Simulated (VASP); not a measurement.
**EuAl4Si2Rh: what a Hubbard U does to the moments**

How do the moments of EuAl4Si2Rh change with U? The starting structure is a measured crystal structure from the Crystallography Open Database. The reference starts from ferromagnetic moments.

Calculated with VASP 6.6.1; Kohn-Sham DFT with plane waves and PAW; PBEsol, PBEsol+U (Eu f 4 eV, Rh d 4 eV), PBEsol+U (Eu f 6 eV, Rh d 6 eV) and PBEsol+U (Eu f 8 eV, Rh d 8 eV).

## Step 1: The starting structure

Symmetry: P4/mmm, No. 123, tetragonal system. Conventional cell: a = 4.176 Å, b = 4.176 Å, c = 8.289 Å, α = 90.00°, β = 90.00°, γ = 90.00°. Nearest to Eu lie 8 Si at 3.18 Å and 8 Al at 3.45 Å. Nearest to Rh lie 8 Al at 2.51 Å. Nearest to Si lie 1 Si at 2.36 Å and 4 Al at 2.61 Å and 4 Eu at 3.18 Å. Al has 2 Rh at 2.51 Å and 2 Si at 2.61 Å and 5 Al at 2.79 to 2.95 Å and 2 Eu at 3.45 Å nearest. Farther neighbours are not listed.

Structure file:

```cif
data_structure
_symmetry_space_group_name_H-M 'P 1'
_symmetry_Int_Tables_number 1
_cell_length_a 4.1760
_cell_length_b 4.1760
_cell_length_c 8.2890
_cell_angle_alpha 90.000
_cell_angle_beta 90.000
_cell_angle_gamma 90.000
_cell_volume 144.55
loop_
_atom_site_label
_atom_site_type_symbol
_atom_site_fract_x
_atom_site_fract_y
_atom_site_fract_z
_atom_site_occupancy
Eu1 Eu 0.00000 0.00000 0.50000 1
Rh2 Rh 0.00000 0.00000 0.00000 1
Si3 Si 0.50000 0.50000 0.64260 1
Si4 Si 0.50000 0.50000 0.35740 1
Al5 Al 0.50000 0.00000 0.83200 1
Al6 Al 0.00000 0.50000 0.83200 1
Al7 Al 0.50000 0.00000 0.16800 1
Al8 Al 0.00000 0.50000 0.16800 1
```

## Step 2: Run with PBEsol

PBEsol restores the gradient expansion of exchange and is tuned for the cells of solids.

The input, INCAR:

```
SYSTEM = EuAl4Si2Rh
PREC = Accurate
ENCUT = 420
EDIFF = 1E-07
NELM = 200
ISMEAR = 1
SIGMA = 0.15
LREAL = .FALSE.
ALGO = Normal
GGA = PS
NBANDS = 44
ISPIN = 2
MAGMOM = 8.4 0.72 0 0 0 0 0 0
LASPH = .TRUE.
LMAXMIX = 6
AMIX = 0.2
BMIX = 1E-04
AMIX_MAG = 0.8
BMIX_MAG = 1E-04
LORBIT = 11
LWAVE = .FALSE.
LCHARG = .FALSE.
KPAR = 8
```

The input, POSCAR:

```
EuAl4Si2Rh
1.0
    4.1760000000      0.0000000000      0.0000000000
    0.0000000000      4.1760000000      0.0000000000
    0.0000000000      0.0000000000      8.2890000000
Eu Rh Si Al
1 1 2 4
Direct
    0.0000000000      0.0000000000      0.5000000000
    0.0000000000      0.0000000000      0.0000000000
    0.5000000000      0.5000000000      0.6426000000
    0.5000000000      0.5000000000      0.3574000000
    0.5000000000      0.0000000000      0.8320000000
    0.0000000000      0.5000000000      0.8320000000
    0.5000000000      0.0000000000      0.1680000000
    0.0000000000      0.5000000000      0.1680000000
```

The input, KPOINTS:

```
Automatic mesh
0
Gamma
8 8 4
0 0 0
```

The projector-augmented-wave data sets are Eu, Rh_pv, Si and Al (PBE family, release 64).

On the command line:

```
$ mpirun -np 8 vasp_std
```

Log:

```text
[banner, memory and clock lines left out]
running    8 mpi-ranks, on    1 nodes
 distrk:  each k-point on    1 cores,    8 groups
 distr:  one band on    1 cores,    1 groups

 POSCAR found type information on POSCAR EuRhSiAl
 POSCAR found :  4 types and       8 ions
|                                                                             |
|           W    W    AA    RRRRR   N    N  II  N    N   GGGG   !!!           |
|           W    W   A  A   R    R  NN   N  II  NN   N  G    G  !!!           |
|           W    W  A    A  R    R  N N  N  II  N N  N  G       !!!           |
|           W WW W  AAAAAA  RRRRR   N  N N  II  N  N N  G  GGG   !            |
|           WW  WW  A    A  R   R   N   NN  II  N   NN  G    G                |
|           W    W  A    A  R    R  N    N  II  N    N   GGGG   !!!           |
|                                                                             |
|     For optimal performance we recommend to set                             |
|       NCORE = 2 up to number-of-cores-per-socket                            |
|     NCORE specifies how many cores store one orbital (NPAR=cpu/NCORE).      |
|     This setting can greatly improve the performance of VASP for DFT.       |
|     The default, NCORE=1 might be grossly inefficient on modern             |
|     multi-core architectures or massively parallel machines. Do your        |
|     Unfortunately you need to use the default for GW and RPA                |
|     calculations (for HF NCORE is supported but not extensively tested      |
|     yet).                                                                   |
|                                                                             |

|                                                                             |
|               ----> ADVICE to this user running VASP <----                  |
|                                                                             |
|     You enforced a specific xc type in the INCAR file but a different       |
|     [... a line on the potential file left out ...]
|     I HOPE YOU KNOW WHAT YOU ARE DOING!                                     |
|                                                                             |

 LDA part: xc-table for (Slater+PW92), standard interpolation
 POSCAR, INCAR and KPOINTS ok, starting setup
 FFT: planning ... GRIDC
 FFT: planning ... GRID_SOFT
 FFT: planning ... GRID
 WAVECAR not read
 entering main loop
       N       E                     dE             d eps       ncg     rms          rms(c)
DAV:   1     0.270567216862E+03    0.27057E+03   -0.19260E+04 12780   0.272E+03
DAV:   2    -0.171636939386E+02   -0.28773E+03   -0.26277E+03 12244   0.447E+02
DAV:   3    -0.467721478471E+02   -0.29608E+02   -0.28736E+02 12360   0.889E+01
DAV:   4    -0.503696557787E+02   -0.35975E+01   -0.35736E+01 15664   0.206E+01
DAV:   5    -0.505612442842E+02   -0.19159E+00   -0.19144E+00 12012   0.601E+00    0.299E+01
DAV:   6    -0.528265845738E+02   -0.22653E+01   -0.13586E+00 12344   0.104E+01    0.180E+01
DAV:   7    -0.527637069268E+02    0.62878E-01   -0.56418E-01 11824   0.516E+00    0.131E+01
DAV:   8    -0.529708068460E+02   -0.20710E+00   -0.19645E+00 13352   0.162E+01    0.155E+01
DAV:   9    -0.526428603583E+02    0.32795E+00   -0.13212E+00 11476   0.133E+01    0.676E+00
DAV:  10    -0.525947124631E+02    0.48148E-01   -0.17685E-01 12456   0.315E+00    0.247E+00
DAV:  11    -0.525812957394E+02    0.13417E-01   -0.51843E-02 12752   0.244E+00    0.165E+00
DAV:  12    -0.525709490387E+02    0.10347E-01   -0.14209E-02 13480   0.169E+00    0.812E-01
DAV:  13    -0.525666560950E+02    0.42929E-02   -0.91832E-03 13312   0.673E-01    0.482E-01
DAV:  14    -0.525665786806E+02    0.77414E-04   -0.21466E-03 12736   0.301E-01    0.173E-01
DAV:  15    -0.525666028660E+02   -0.24185E-04   -0.19837E-04 14080   0.945E-02    0.122E-01
DAV:  16    -0.525665811926E+02    0.21673E-04   -0.65737E-05 12936   0.112E-01    0.641E-02
DAV:  17    -0.525665815006E+02   -0.30803E-06   -0.15618E-05 14480   0.458E-02    0.423E-02
DAV:  18    -0.525665806584E+02    0.84220E-06   -0.61035E-06 12040   0.203E-02    0.220E-02
DAV:  19    -0.525665791787E+02    0.14797E-05   -0.22735E-06 12012   0.198E-02    0.106E-02
DAV:  20    -0.525665789835E+02    0.19523E-06   -0.28209E-07  9272   0.481E-03    0.775E-03
DAV:  21    -0.525665788307E+02    0.15275E-06   -0.10592E-07  6552   0.500E-03    0.512E-03
DAV:  22    -0.525665787243E+02    0.10647E-06   -0.20627E-07  7432   0.575E-03    0.144E-03
DAV:  23    -0.525665787069E+02    0.17342E-07   -0.65131E-08  7380   0.222E-03
   1 F= -.52566579E+02 E0= -.52566525E+02  d E =-.159796E-03  mag=     6.8740
```

It took 1.8 min on 8 MPI ranks of Intel Xeon Platinum 8259CL at 2.50GHz (Skylake/Cascade Lake), shared host; peak memory 4.1 GiB.

Lines that name or quote the potential files are left out of all logs, and their timing lines are given in words.

From OUTCAR (step 2):

```text
ion  position               nearest neighbor table
   1  0.000  0.000  0.500-   3 3.18   4 3.18   3 3.18   4 3.18   3 3.18   4 3.18   3 3.18   4 3.18
                             6 3.45   8 3.45   7 3.45   8 3.45   5 3.45   7 3.45   5 3.45   6 3.45
   2  0.000  0.000  0.000-   5 2.51   6 2.51   7 2.51   8 2.51   6 2.51   8 2.51   5 2.51   7 2.51

  LATTYP: Found a simple tetragonal cell.
 ALAT       =     4.1760000000
 C/A-ratio  =     1.9849137931

 Subroutine GETGRP returns: Found 16 space group operations
 (whereof 16 operations were pure point group operations)

The static configuration has the point symmetry D_4h.

 Found     45 irreducible k-points:

   k-points           NKPTS =     45   k-points in BZ     NKDIM =     45   number of bands    NBANDS=     44

   dimension x,y,z NGX =    28 NGY =   28 NGZ =   56
   dimension x,y,z NGXF=    56 NGYF=   56 NGZF=  112

   ENCUT  =  420.0 eV  30.87 Ry    5.56 a.u.   6.98  6.98 13.85*2*pi/ulx,y,z

   NELECT =      52.0000    total number of electrons

 k-points in reciprocal lattice and weights: Automatic mesh
   0.00000000  0.00000000  0.00000000       0.004
   0.12500000  0.00000000  0.00000000       0.016
   0.25000000  0.00000000  0.00000000       0.016
   0.37500000  0.00000000  0.00000000       0.016
   0.50000000  0.00000000  0.00000000       0.008
   0.12500000  0.12500000  0.00000000       0.016
   0.25000000  0.12500000  0.00000000       0.031
   0.37500000  0.12500000  0.00000000       0.031
   0.50000000  0.12500000  0.00000000       0.016
[...]
0.50000000  0.37500000  0.50000000       0.016
   0.50000000  0.50000000  0.50000000       0.004

 average (electrostatic) potential at core
       1 -35.5442       2 -75.0202       3 -81.9715       4 -81.9715       5 -72.9819
       6 -72.9819       7 -72.9819       8 -72.9819

 E-fermi :   7.2387

 spin component 1
 k-point     1 :       0.0000    0.0000    0.0000
  band No.  band energies     occupation
    ...
     25       6.6126      1.00000
     26       6.7968      1.00013
     27       6.9018      1.00333
     28       6.9018      1.00333
     29       6.9447      1.00908
     30       7.6236     -0.00086
     31       7.7287     -0.00002
     32       7.9620     -0.00000
     33       7.9620     -0.00000
     34       8.5210     -0.00000
    ...

 k-point     2 :       0.1250    0.0000    0.0000
  band No.  band energies     occupation
    ...
     25       6.6870      1.00000
     26       6.8224      1.00031
     27       6.8666      1.00126
     28       6.9062      1.00373
     29       7.0018      1.02402
     30       7.4882     -0.02019
     31       7.6882     -0.00010
     32       8.0615     -0.00000
     33       8.1655     -0.00000
     34       8.6975     -0.00000
    ...

 k-point     3 :       0.2500    0.0000    0.0000
  band No.  band energies     occupation
    ...
     25       6.7786      1.00006
     26       6.8381      1.00052
     27       6.8963      1.00289
     28       6.9079      1.00390
     29       7.1131      0.99910
     30       7.3921     -0.02729
     31       7.4449     -0.03265
     32       7.8559     -0.00000
     33       9.1228     -0.00000
     34       9.6543     -0.00000
    ...

 k-point     4 :       0.3750    0.0000    0.0000
  band No.  band energies     occupation
    ...
     24       6.7509      1.00002
     25       6.8258      1.00035
     26       6.8498      1.00076
     27       6.8507      1.00078
     28       7.0583      1.03538
     29       7.2498      0.43764
     30       7.6029     -0.00159
     31       7.7116     -0.00004
     32       7.7781     -0.00000
     33       8.5300     -0.00000
    ...

 k-point     5 :       0.5000    0.0000    0.0000
  band No.  band energies     occupation
    ...
     25       6.8322      1.00043
     26       6.8540      1.00086
     27       6.8631      1.00114
     28       7.1660      0.86181
     29       7.2244      0.58015
     30       7.8199     -0.00000
     31       7.9722     -0.00000
     32       8.0850     -0.00000
     33       8.1279     -0.00000
     34       8.5561     -0.00000
    ...

 k-point     6 :       0.1250    0.1250    0.0000
  band No.  band energies     occupation
    ...
     26       6.8185      1.00027
     27       6.8590      1.00100
     28       6.9092      1.00403
     29       7.0702      1.03365
     30       7.1819      0.79664
     31       7.8855     -0.00000
     32       8.5008     -0.00000
     33       8.6043     -0.00000
     34       8.8001     -0.00000
     35      10.1506     -0.00000
    ...

  Total       -2.3006075     -2.3006075     -2.8769310      0.0000000      0.0000000      0.0000000
  in kB      -25.4994021    -25.4994021    -31.8872383      0.0000000      0.0000000      0.0000000
  external PRESSURE =     -27.6286808 kB  Pullay stress =       0.0000000 kB

  energy-cutoff  :      420.00
  volume of cell :      144.55
      direct lattice vectors                 reciprocal lattice vectors
     4.176000000  0.000000000  0.000000000     0.239463602  0.000000000  0.000000000
     0.000000000  4.176000000  0.000000000     0.000000000  0.239463602  0.000000000
     0.000000000  0.000000000  8.289000000     0.000000000  0.000000000  0.120641814

 POSITION                                       TOTAL-FORCE (eV/Angst)
 -----------------------------------------------------------------------------------
      0.00000      0.00000      4.14450        -0.000000     -0.000000      0.000000
      0.00000      0.00000      0.00000        -0.000000     -0.000000      0.000000
      2.08800      2.08800      5.32651        -0.000000      0.000000     -0.163845
      2.08800      2.08800      2.96249        -0.000000      0.000000      0.163845
      2.08800      0.00000      6.89645        -0.000000     -0.000000      0.002510
      0.00000      2.08800      6.89645         0.000000     -0.000000      0.002510
      2.08800      0.00000      1.39255        -0.000000      0.000000     -0.002510
      0.00000      2.08800      1.39255        -0.000000     -0.000000     -0.002510
 -----------------------------------------------------------------------------------
    total drift:                               -0.000000     -0.000000      0.000000

  FREE ENERGIE OF THE ION-ELECTRON SYSTEM (eV)
  ---------------------------------------------------
  free  energy   TOTEN  =       -52.5665787069 eV

  energy  without entropy=      -52.5664189105  energy(sigma->0) =      -52.56652544

 total charge
# of ion       s       p       d       f       tot
--------------------------------------------------
    1        2.025   5.693   0.430   6.576  14.724
    2        0.440   6.346   7.346   0.000  14.132
    3        0.760   0.919   0.000   0.000   1.679
    4        0.760   0.919   0.000   0.000   1.679
    5        0.404   0.368   0.000   0.000   0.771
    6        0.404   0.368   0.000   0.000   0.771
    7        0.404   0.368   0.000   0.000   0.771
    8        0.404   0.368   0.000   0.000   0.771
--------------------------------------------------
tot          5.599  15.347   7.777   6.576  35.300

 magnetization (x)
# of ion       s       p       d       f       tot
--------------------------------------------------
    1       -0.011  -0.097   0.088   6.535   6.516
    2       -0.002  -0.006   0.004   0.000  -0.004
    3       -0.004  -0.010   0.000   0.000  -0.014
    4       -0.004  -0.010   0.000   0.000  -0.014
    5       -0.001  -0.001   0.000   0.000  -0.002
    6       -0.001  -0.001   0.000   0.000  -0.002
    7       -0.001  -0.001   0.000   0.000  -0.002
    8       -0.001  -0.001   0.000   0.000  -0.002
--------------------------------------------------
tot         -0.026  -0.125   0.092   6.535   6.476

[... 6 further parts left out ...]
```

The cell holds one magnetic atom, so no antiferromagnetic order fits into it. Experiment finds antiferromagnetic order in this phase (below 11.7 K, arxiv:1411.0379), so this ferromagnetic run describes another state. The PAW data sets were made with PBE, which is usual practice but a small mismatch for other functionals. At this level the cell is under a tension of 2.8 GPa, so at these settings it is away from equilibrium.

PBEsol: the moments inside the Eu spheres have a mean size of 6.52 μB, and the cell carries 6.87 μB, with no gap.

## Step 3: Run with PBEsol+U (Eu f 4 eV, Rh d 4 eV)

The U is chosen by hand, not computed for this crystal, and pushes the named shell towards whole occupations. Against step 2 the input has LDAU = .TRUE., LDAUTYPE = 2, LDAUL = 3 2 -1 -1, LDAUU = 4 4 0 0, LDAUJ = 0 0 0 0 and LDAUPRINT = 1.

INCAR: that of step 2 with these lines changed.

```diff
@@ -13,2 +13,8 @@
 MAGMOM = 8.4 0.72 0 0 0 0 0 0
+LDAU = .TRUE.
+LDAUTYPE = 2
+LDAUL = 3 2 -1 -1
+LDAUU = 4 4 0 0
+LDAUJ = 0 0 0 0
+LDAUPRINT = 1
 LASPH = .TRUE.
```

POSCAR is that of step 2.

KPOINTS is that of step 2.

On the command line:

```
$ mpirun -np 8 vasp_std
```

Log:

```text
[banner, memory and clock lines left out]
running    8 mpi-ranks, on    1 nodes
[...]
[... a notice as in an earlier step ...]

 [... a notice as in an earlier step ...]

 LDA part: xc-table for (Slater+PW92), standard interpolation
 POSCAR, INCAR and KPOINTS ok, starting setup
[...]
entering main loop
       N       E                     dE             d eps       ncg     rms          rms(c)
DAV:   1     0.283121606918E+03    0.28312E+03   -0.19307E+04 12724   0.271E+03
DAV:   2    -0.994285542466E+01   -0.29306E+03   -0.26895E+03 12164   0.456E+02
DAV:   3    -0.403504359601E+02   -0.30408E+02   -0.29688E+02 12328   0.931E+01
DAV:   4    -0.441086659327E+02   -0.37582E+01   -0.37359E+01 15688   0.214E+01
[...]
DAV:  18    -0.481205348180E+02    0.20239E-07   -0.17310E-06 13536   0.666E-03    0.130E-02
DAV:  19    -0.481205344531E+02    0.36488E-06   -0.11917E-06 11688   0.759E-03    0.729E-03
DAV:  20    -0.481205343705E+02    0.82626E-07   -0.29880E-07  8264   0.320E-03
   1 F= -.48120534E+02 E0= -.48120630E+02  d E =0.288251E-03  mag=     6.9956
```

It took 96 s on 8 MPI ranks; peak memory 4.1 GiB; 13 min of CPU time.

OUTCAR, selected parts (step 3):

```text
  Total       -2.6618271     -2.6618271     -2.5676212      0.0000000      0.0000000      0.0000000
  in kB      -29.5030769    -29.5030769    -28.4589202      0.0000000      0.0000000      0.0000000
  external PRESSURE =     -29.1550247 kB  Pullay stress =       0.0000000 kB

 POSITION                                       TOTAL-FORCE (eV/Angst)
 -----------------------------------------------------------------------------------
      0.00000      0.00000      4.14450        -0.000000      0.000000      0.000000
      0.00000      0.00000      0.00000        -0.000000      0.000000      0.000000
      2.08800      2.08800      5.32651         0.000000     -0.000000     -0.027566
      2.08800      2.08800      2.96249        -0.000000     -0.000000      0.027566
      2.08800      0.00000      6.89645         0.000000      0.000000      0.101071
      0.00000      2.08800      6.89645        -0.000000     -0.000000      0.101071
      2.08800      0.00000      1.39255        -0.000000      0.000000     -0.101071
      0.00000      2.08800      1.39255         0.000000      0.000000     -0.101071
 -----------------------------------------------------------------------------------
    total drift:                               -0.000000     -0.000000      0.000000

  FREE ENERGIE OF THE ION-ELECTRON SYSTEM (eV)
  ---------------------------------------------------
  free  energy   TOTEN  =       -48.1205343705 eV

  energy  without entropy=      -48.1208226218  energy(sigma->0) =      -48.12063045

 magnetization (x)
# of ion       s       p       d       f       tot
--------------------------------------------------
    1       -0.011  -0.099   0.076   6.692   6.657
    2       -0.002  -0.004   0.006   0.000  -0.001
    3       -0.005  -0.009   0.000   0.000  -0.014
    4       -0.005  -0.009   0.000   0.000  -0.014
    5       -0.001  -0.001   0.000   0.000  -0.002
    6       -0.001  -0.001   0.000   0.000  -0.002
    7       -0.001  -0.001   0.000   0.000  -0.002
    8       -0.001  -0.001   0.000   0.000  -0.002
--------------------------------------------------
tot         -0.028  -0.125   0.081   6.692   6.620

[... 2 parts as in an earlier step ...]

[... 1 further part left out ...]
[key lines of the parts left out:]
E-fermi :   7.1642
```

PBEsol+U (Eu f 4 eV, Rh d 4 eV): the moments inside the Eu spheres have a mean size of 6.66 μB, and the cell carries 7.00 μB, with no gap.

(Continued in part 2 of 2.)

[Lines on the potential files, build, host, timing and source positions are cut from VASP's logs without a mark.]

[Logs are printed without paths, hosts, clocks, repeated set-up lines and the standing remarks that a program may print on its own settings, such as how far it seeks lower states.]

[Hosts, paths, dates, database ids (printed as entryN), source tags and the programs' standing remarks are cut or masked in the printed files.]
